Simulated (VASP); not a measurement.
# Sn3TeS2 (I4/mmm) in VASP: relaxation of cell and atoms with PBE

Aim: the relaxation of cell and atoms of Sn3TeS2 with PBE.

All numbers are computed with VASP 6.6.1; they aren't measurements. Logs are shortened: lines on timing, memory, paths and dates and some standing lists are left out, and cuts for length are marked.

## 1. The structure

It takes space group I4/mmm (No. 139, tetragonal). Conventional cell: a = 5.606 Å, b = 5.606 Å, c = 10.270 Å, α = 90.00°, β = 90.00°, γ = 90.00°. Around Sn (site symmetry 4mm) lie 1 Te at 2.45 Å and 1 Sn at 2.68 Å and 4 S at 2.81 Å. Sn (site symmetry 4/mmm) is surrounded by 2 Sn at 2.68 Å. Te (site symmetry 4/mmm) is surrounded by 2 Sn at 2.45 Å. S (site symmetry -4m2) is surrounded by 4 Sn at 2.81 Å.

The cell was built by a generator and needn't be a form met in nature.

## 2. Relaxation of cell and atoms, PBE

INCAR reads:

```
SYSTEM = Sn3TeS2
ALGO     = Fast           ! electronic algorithm
EDIFF    = 1E-4           ! SCF threshold, eV
EDIFFG   = -0.08          ! ionic threshold
ENCUT    = 520            ! plane-wave cutoff, eV
GGA      = PE             ! functional
IBRION   = 2              ! ionic algorithm
ISIF     = 3              ! what is computed and relaxed
ISMEAR   = 0              ! smearing method
LASPH    = .True.         ! aspherical terms in the spheres
LCHARG   = .False.        ! write CHGCAR
LREAL    = .False.        ! projectors in reciprocal space
LWAVE    = .False.        ! write WAVECAR
NELM     = 60             ! most SCF steps
NSW      = 24             ! ionic steps
PREC     = Normal         ! precision mode
SIGMA    = 0.15           ! smearing width, eV
```

KPOINTS reads:

```
k-points
0
Gamma
  4 4 4
  0 0 0
```

POSCAR reads:

```
Sn3TeS2
1.0
   -2.8030471700      2.8030471700      5.1350746000
    2.8030471700     -2.8030471700      5.1350746000
    2.8030471700      2.8030471700     -5.1350746000
Sn Te S
3 1 2
Direct
    0.7610746200      0.7610746200      0.0000000000
    0.2389253800      0.2389253800      0.0000000000
    0.5000000000      0.5000000000      0.0000000000
    0.0000000000      0.0000000000      0.0000000000
    0.7500000000      0.2500000000      0.5000000000
    0.2500000000      0.7500000000      0.5000000000
```

Potentials or basis: VASP PAW PBE potentials, release 64 (Sn_d, Te, S).

The run is started by

```
> cat potpaw_PBE.64/Sn_d/POTCAR potpaw_PBE.64/Te/POTCAR potpaw_PBE.64/S/POTCAR > POTCAR
> mpirun -np 1 vasp_std > vasp.out
```

OUTCAR:

```text
SYSTEM = Sn3TeS2
   EDIFF = 1E-4
   EDIFFG = -0.08
   ENCUT = 520
   GGA = PE
   IBRION = 2
   ISIF = 3
   ISMEAR = 0
   LASPH = .True.
   LREAL = .False.
   NELM = 60
   NSW = 24
   PREC = Normal

 ion  position               nearest neighbor table
   1  0.761  0.761  0.000-   4 2.45   3 2.68   5 2.81   6 2.81   5 2.81   6 2.81
   2  0.239  0.239  0.000-   4 2.45   3 2.68   5 2.81   6 2.81   5 2.81   6 2.81
   3  0.500  0.500  0.000-   1 2.68   2 2.68
   4  0.000  0.000  0.000-   1 2.45   2 2.45
   5  0.750  0.250  0.500-   1 2.81   2 2.81   1 2.81   2 2.81
   6  0.250  0.750  0.500-   1 2.81   2 2.81   1 2.81   2 2.81

  LATTYP: Found a body centered tetragonal cell.
 ALAT       =     5.6060943400
 C/A-ratio  =     1.8319615363

  Lattice vectors:

 A1 = (  -2.8030471700,   2.8030471700,   5.1350746000)
 A2 = (   2.8030471700,  -2.8030471700,   5.1350746000)
 A3 = (   2.8030471700,   2.8030471700,  -5.1350746000)

Analysis of symmetry for initial positions (statically):
=====================================================================
 Subroutine PRICEL returns:
 Original cell was already a primitive cell.

 Routine SETGRP: Setting up the symmetry group for a
 body centered tetragonal supercell.

 Subroutine GETGRP returns: Found 16 space group operations
 (whereof 16 operations were pure point group operations)
 out of a pool of 16 trial point group operations.

The static configuration has the point symmetry D_4h.

Analysis of symmetry for dynamics (positions and initial velocities):
=====================================================================
 Subroutine PRICEL returns:
 Original cell was already a primitive cell.

 Routine SETGRP: Setting up the symmetry group for a
 body centered tetragonal supercell.

 Subroutine GETGRP returns: Found 16 space group operations
 (whereof 16 operations were pure point group operations)
 out of a pool of 16 trial point group operations.

The dynamic configuration has the point symmetry D_4h.

 Subroutine INISYM returns: Found 16 space group operations
 (whereof 16 operations are pure point group operations),
 and found     1 'primitive' translations

----------------------------------------------------------------------------------------

                                     Primitive cell

  volume of cell :     161.3866

[... 100 lines left out ...]
   EFERMI_NEDOS =   21; number of points for ismear=-14 and -15
   IALGO  =     68    algorithm
   IMIX   =      4    mixing-type and parameters
     AMIX     =   0.40;   BMIX     =  1.00
     AMIX_MAG =   1.60;   BMIX_MAG =  1.00
  volume/ion in A,a.u.               =      26.90       181.52
  Fermi-wavevector in a.u.,A,eV,Ry     =   1.177162  2.224513 18.853719  1.385709
  Thomas-Fermi vector in A             =   2.313513
   LORBIT       =      0    0 simple, 1 ext, 2 COOP (PROOUT), +10 PAW based schemes
   GGA     = PE    functional components
   LHFCALC =     F    Hartree Fock is set to
   AEXX    =    0.0000 exact exchange contribution
   IVDW    =     0    specifies the selected vdW correction
   LEPSILON=     F    determine dielectric tensor
   LRPA    =     F    only Hartree local field effects (RPA)
 conjugate gradient relaxation of ions
 non-spin polarized calculation
 RMM-DIIS sequential band-by-band and
 Gauss-broadening in eV      SIGMA  =   0.15
  energy-cutoff  :      520.00
  volume of cell :      161.39
 maximum number of plane-waves:      4400
   NGX = 25   NGY = 25   NGZ = 25

--------------------------------------- Ionic step        1  -------------------------------------------

 number of electron      59.9999968 magnetization

 Free energy of the ion-electron system (eV)
  ---------------------------------------------------
  ext. energy  EPLUGINS =         0.00000000
  ---------------------------------------------------
  free energy    TOTEN  =       -20.62679510 eV

  energy without entropy =      -20.61043817  energy(sigma->0) =      -20.61861664

------------------------ aborting loop because EDIFF is reached ----------------------------------------

  FORCE on cell =-STRESS in cart. coord.  units (eV):
  Direction    XX          YY          ZZ          XY          YZ          ZX
  --------------------------------------------------------------------------------------
  -------------------------------------------------------------------------------------
  Total       -3.2536857     -3.2536857     35.5946169      0.0000000      0.0000000      0.0000000
  in kB      -32.3011968    -32.3011968    353.3681025      0.0000000      0.0000000      0.0000000
  external PRESSURE =      96.2552363 kB  Pullay stress =       0.0000000 kB
[... 101 lines left out ...]
  FREE ENERGIE OF THE ION-ELECTRON SYSTEM (eV)
  ---------------------------------------------------
  free  energy   TOTEN  =       -23.3228645355 eV

  energy  without entropy=      -23.3057263907  energy(sigma->0) =      -23.31429546

 E-fermi :   4.6523     XC(G=0):  -8.9545

 val. band max:        4.6097633035   @ k =   0.2500   0.2500   0.0000
 cond. band min:       4.9059815940   @ k =  -0.2500  -0.2500   0.2500
 fundamental gap:      0.2962182904
 Fermi energy:         4.6522531539

 k-point     1 :       0.0000    0.0000    0.0000
  band No.  band energies     occupation
      1     -17.5252      2.00000
      2     -17.5210      2.00000
      3     -17.4184      2.00000
      4     -17.4183      2.00000
      5     -17.4122      2.00000
      6     -16.8627      2.00000
[... 496 lines left out ...]
     35       8.9054      0.00000
     36       9.1956      0.00000

[... ionic steps 4 to 11 ...]

--------------------------------------- Ionic step       12  -------------------------------------------

 number of electron      59.9999994 magnetization

------------------------ aborting loop because EDIFF is reached ----------------------------------------
[... 75 lines left out ...]
--------------------------------------- Ionic step       14  -------------------------------------------

 number of electron      59.9999987 magnetization

 Free energy of the ion-electron system (eV)
  ---------------------------------------------------
  ext. energy  EPLUGINS =         0.00000000
  ---------------------------------------------------
  free energy    TOTEN  =       -23.43841094 eV

  energy without entropy =      -23.41912028  energy(sigma->0) =      -23.42876561

 E-fermi :   5.3318     XC(G=0):  -9.2015

 val. band max:        5.2672645959   @ k =   0.2500   0.2500   0.0000
 cond. band min:       5.6026773893   @ k =  -0.2500  -0.2500   0.2500
 fundamental gap:      0.3354127934
 Fermi energy:         5.3318128886

 k-point     1 :       0.0000    0.0000    0.0000
  band No.  band energies     occupation
      1     -16.8166      2.00000
      2     -16.8122      2.00000
      3     -16.7112      2.00000
      4     -16.7112      2.00000
      5     -16.7064      2.00000
      6     -16.2985      2.00000
[... 529 lines left out ...]
  FREE ENERGIE OF THE ION-ELECTRON SYSTEM (eV)
  ---------------------------------------------------
  free  energy   TOTEN  =       -23.4384109383 eV

  energy  without entropy=      -23.4191202793  energy(sigma->0) =      -23.42876561

 reached required accuracy - stopping structural energy minimisation
```

Wall time 4 min (1 thread of Intel Xeon Platinum 8488C (Sapphire Rapids), shared host); peak memory 0.25 GiB.

Results:

- Free energy: -23.4384 eV
- Relaxed volume: 29.28 Å³/atom
- Relaxed cell: a = 7.185 Å, b = 7.185 Å, c = 7.185 Å, α = 136.14°, β = 136.14°, γ = 63.76°
- Space group after relaxing (to 0.05 Å): I4/mmm (No. 139)
- Energy gained by relaxing: 468.6 meV/atom
- Ionic steps: 14
- Pressure after relaxing: 0.0 GPa
- Largest force after relaxing: 0.079 eV/Å
- Band gap on the k mesh: none (metal or under the smearing width)

Forces on the atoms (eV/Å):
```
Sn   0.000  0.000  0.079
Sn   0.000  0.000 -0.079
Sn   0.000  0.000  0.000
Te   0.000  0.000  0.000
S    0.000  0.000  0.000
S    0.000  0.000  0.000
```

Step by step:
```
step  energy change (eV)  largest force (eV/Å)  pressure (GPa)  volume (Å³)
   1              0.0000                2.4433            9.63       161.39
   2             -2.4545                0.3205           -3.33       196.86
   3             -2.6961                0.2612           -1.97       184.04
   4             -2.6999                0.3476           -2.57       186.00
   5             -2.7007                0.2723           -2.22       185.18
   6             -2.8068                0.1682            1.34       175.35
   7             -2.8047                0.2398           -0.33       176.70
   8             -2.8054                0.1764           -0.05       176.26
   9             -2.8055                0.1940           -0.05       176.08
  10             -2.8055                0.1734            0.09       175.71
  11             -2.8056                0.2182           -0.01       175.90
  12             -2.8092                0.0859           -0.03       175.78
  13             -2.8101                0.1334            0.04       175.75
  14             -2.8116                0.0789            0.04       175.68
```

Final structure:
```yaml
crystal:
  lattice:
    - [-2.68309, 2.68309, 6.10093]
    - [2.68309, -2.68309, 6.10093]
    - [2.68309, 2.68309, -6.10093]
  atoms:
    - { symbol: Sn, position: [0.75492, 0.75492, 0.00000] }
    - { symbol: Sn, position: [0.24508, 0.24508, 0.00000] }
    - { symbol: Sn, position: [0.50000, 0.50000, 0.00000] }
    - { symbol: Te, position: [0.00000, 0.00000, 0.00000] }
    - { symbol: S, position: [0.75000, 0.25000, 0.50000] }
    - { symbol: S, position: [0.25000, 0.75000, 0.50000] }
```

Caveat: the k mesh is coarse (spacing up to 0.40 Å⁻¹), so the values aren't converged; the relaxation stopped at a loose force limit of 0.08 eV/Å, so its end isn't a converged minimum. The run has no spin-orbit coupling, so splittings on Te are missing.
